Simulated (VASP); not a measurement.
A convergence study with VASP on TaC (rock salt): a few settings are varied, all else stays as given below, so the limit is that of these other settings.

```
CELL_PARAMETERS angstrom
      0.00000     2.23000     2.23000
      2.23000     0.00000     2.23000
      2.23000     2.23000     0.00000
ATOMIC_POSITIONS crystal
  Ta 0.00000 0.00000 0.00000
  C  0.50000 0.50000 0.50000
```

These are PBE GGA, VASP's PBE PAW potentials (set 64) (plane waves; VASP) values and carry that method's errors. The last row used: 700 eV cut-off, 22×22×22 Γ-centred mesh, second-order Methfessel-Paxton smearing of 0.40 eV, potentials Ta_pv C.

Unless said otherwise, spin-orbit coupling is left out, though it shifts the bands of the heavy elements here.

```tsv
setting	E (eV/atom)	pressure (GPa)	irreducible k-points
ISMEAR = -1, SIGMA = 0.01, 8×8×8 mesh	___	4.09	29
ISMEAR = -1, SIGMA = 0.2, 8×8×8 mesh	-11.1003	4.39	29
ISMEAR = 0, SIGMA = 0.01, 8×8×8 mesh	-11.0980	4.09	29
ISMEAR = 0, SIGMA = 0.2, 8×8×8 mesh	-11.0996	4.10	29
ISMEAR = 1, SIGMA = 0.01, 8×8×8 mesh	-11.0980	4.09	29
ISMEAR = 1, SIGMA = 0.2, 8×8×8 mesh	-11.0986	4.07	29
ISMEAR = 2, SIGMA = 0.01, 8×8×8 mesh	-11.0979	4.09	29
ISMEAR = 2, SIGMA = 0.2, 8×8×8 mesh	-11.0984	4.09	29
ISMEAR = -1, SIGMA = 0.05, 16×16×16 mesh	-11.1034	4.02	145
ISMEAR = -1, SIGMA = 0.2, 16×16×16 mesh	-11.1014	4.37	145
ISMEAR = 0, SIGMA = 0.05, 16×16×16 mesh	-11.1035	4.01	145
ISMEAR = 0, SIGMA = 0.2, 16×16×16 mesh	-11.1031	4.05	145
ISMEAR = 1, SIGMA = 0.05, 16×16×16 mesh	-11.1035	4.01	145
ISMEAR = 1, SIGMA = 0.2, 16×16×16 mesh	-11.1036	3.99	145
ISMEAR = 2, SIGMA = 0.05, 16×16×16 mesh	-11.1035	4.01	145
ISMEAR = 2, SIGMA = 0.2, 16×16×16 mesh	-11.1036	___	145
ISMEAR = -1, SIGMA = 0.05, 22×22×22 mesh	-11.1017	4.05	328
ISMEAR = -1, SIGMA = 0.4, 22×22×22 mesh	-11.1001	5.45	328
ISMEAR = 0, SIGMA = 0.05, 22×22×22 mesh	-11.1018	4.03	328
ISMEAR = 0, SIGMA = 0.4, 22×22×22 mesh	-11.1012	4.24	328
ISMEAR = 1, SIGMA = 0.05, 22×22×22 mesh	-11.1018	4.03	328
ISMEAR = 1, SIGMA = 0.4, 22×22×22 mesh	-11.1012	4.03	328
ISMEAR = 2, SIGMA = 0.05, 22×22×22 mesh	-11.1018	4.03	328
ISMEAR = 2, SIGMA = 0.4, 22×22×22 mesh	-11.1012	4.04	328
```

Problem. What belongs in the gaps?

Solution. 
- ISMEAR = -1, SIGMA = 0.01, 8×8×8 mesh, E (eV/atom): -11.0982
- ISMEAR = 2, SIGMA = 0.2, 16×16×16 mesh, pressure (GPa): 4.00

VASP warned of too few bands at ISMEAR = -1, SIGMA = 0.2, 8×8×8 mesh; ISMEAR = -1, SIGMA = 0.2, 16×16×16 mesh; ISMEAR = -1, SIGMA = 0.4, 22×22×22 mesh; ISMEAR = 0, SIGMA = 0.4, 22×22×22 mesh; ISMEAR = 1, SIGMA = 0.4, 22×22×22 mesh.

Left out are rungs that failed or repeat a setting and relaxations that didn't move; long series are thinned to 24 rows.

The compound is TaC in the rock salt structure. The cell was not relaxed at this level. The electron count is odd and the run is not spin-polarised, which forces a metal.
